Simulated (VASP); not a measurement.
KTaO$_{3}$ (cubic perovskite) relaxed at rising pressure, in one space group throughout; other phases were not tried. The pressures are those reached. Computed with PBEsol GGA, VASP's PBE PAW potentials (set 64) (plane waves; VASP).

| P (GPa) | V (Å³/atom) | k-mesh |
|---|---|---|
| -0.18 | 12.704 | 6×6×6 |
| 4.96 | 12.404 | 6×6×6 |
| 9.96 | 12.145 | 6×6×6 |
| 19.77 | 11.709 | 6×6×6 |
| 30.01 | 11.328 | 6×6×6 |

### Question
Fit an equation of state and predict the volume at 44.96 GPa.

### Answer
Least squares on the third-order Birch-Murnaghan form, P = (3B0/2)(y⁷ − y⁵)[1 + (3/4)(B′ − 4)(y² − 1)] with y = (V0/V)^(1/3), gives V0 = 12.693 Å³/atom, B0 = 205 GPa and B′ = 4.4, and so 10.867 Å³/atom. The run gave 10.865 Å³/atom, -0.0 % from the fit.

Pressures at which the relaxation failed are left out.

The compound is KTaO3 in the cubic perovskite structure. The cell was not relaxed at this level.
